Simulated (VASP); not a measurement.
A VASP calculation is set up with these files.

**INCAR**
```
! general
SYSTEM  = Sb
PREC    = Accurate
ENCUT   = 500
LREAL   = .FALSE.
LASPH   = .TRUE.

! electronic loop
EDIFF   = 1E-6
NELM    = 100
ALGO    = Normal
LMAXMIX = 4

! smearing
ISMEAR  = 1
SIGMA   = 0.1

! functional
GGA     = PS

! ions
IBRION  = 2
NSW     = 40
ISIF    = 3
EDIFFG  = -0.02
PSTRESS = 450

! output
LWAVE   = .FALSE.
LCHARG  = .FALSE.
```

File POSCAR:
```
Sb
1
    3.5176804757    -1.8861228352     0.0172934357
    3.5176804757     1.8861228352     0.0172934357
    2.4900176184    -0.0000000000     3.1192224822
Sb
2
Direct
  0.2500748780   0.2500748780   0.2500749522
  0.7499251220   0.7499251220   0.7499250478
```

File KPOINTS:
```
Automatic mesh
0
gamma
 12 12 12
```

POTCAR, in this order: Sb (PBE.64 set). Program: vasp_std.

Q: Write an equivalent input for Ansatz.

A: One equivalent input (not run):
Ansatz 0.2 input:
```yaml
crystal:
  lattice:
    - [3.5176805, -1.8861228, 0.0172934]
    - [3.5176805, 1.8861228, 0.0172934]
    - [2.4900176, 0.0000000, 3.1192225]
  atoms:
    - { symbol: Sb, position: [0.2500749, 0.2500749, 0.2500750] }
    - { symbol: Sb, position: [0.7499251, 0.7499251, 0.7499250] }
kpoints:
  mp_grid: { grid: [12, 12, 12] }
hamiltonian:
  xc: pbesol
  pseudopotentials: { kind: paw }
scf:
  occupations: { method: methfessel_paxton, width: 0.1 }
  max_iter: 100
relax:
  max_steps: 40
  f_tol: 0.02
  cell: { p_target: 45 }
output: { forces: true, stress: true, eigenvalues: true }
```
The two are equivalent in intent, not identical: each code has its own PAW files, so the cut-off isn't converted (ENCUT is set for VASP's; basis.ecutwfc is left out, and Ansatz then takes the one that its files recommend); Ansatz stops its SCF on the density residual and VASP on the energy change (EDIFF).

The compound is Sb in the a7 structure. This run relaxes it under an external pressure of 45 GPa. Symmetry was kept, so distortions that lower it aren't found.
